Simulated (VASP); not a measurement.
BAs:

```
B As
1.0
     0.00000    2.38850    2.38850
     2.38850    0.00000    2.38850
     2.38850    2.38850    0.00000
B As
1 1
Direct
  0.00000 0.00000 0.00000
  0.25000 0.25000 0.25000
```

```yaml
Program: VASP 6.6.1
Task: relaxation of cell and atoms
Functional: PBE
Potentials_or_basis: VASP PAW PBE potentials, release 64 (B, As)
Cutoff: 520 eV
k_mesh: 8 × 8 × 8
Occupations: gaussian, width 0.02 eV
Spin: no spin polarisation
```

At the start: pressure 3.4 GPa; volume 13.63 Å³/atom.

Problem. How do energy, volume and symmetry change on relaxing?

Solution. Over 3 steps the energy falls by 3.6 meV/atom and the volume is 13.97 Å³/atom (+2.5 %); space group F-43m (No. 216, to 0.05 Å).

Step by step:
| step | energy change (eV) | largest force (eV/Å) | pressure (GPa) | volume (Å³) |
| --- | --- | --- | --- | --- |
| 1 | 0.0000 | 0.0000 | 3.43 | 27.25 |
| 2 | -0.0037 | 0.0000 | -2.19 | 28.42 |
| 3 | -0.0071 | 0.0000 | 0.01 | 27.93 |

Final structure:
```
B As
1.0
     0.00000    2.40821    2.40821
     2.40821    0.00000    2.40821
     2.40821    2.40821    0.00000
B As
1 1
Direct
  0.00000 0.00000 0.00000
  0.25000 0.25000 0.25000
```
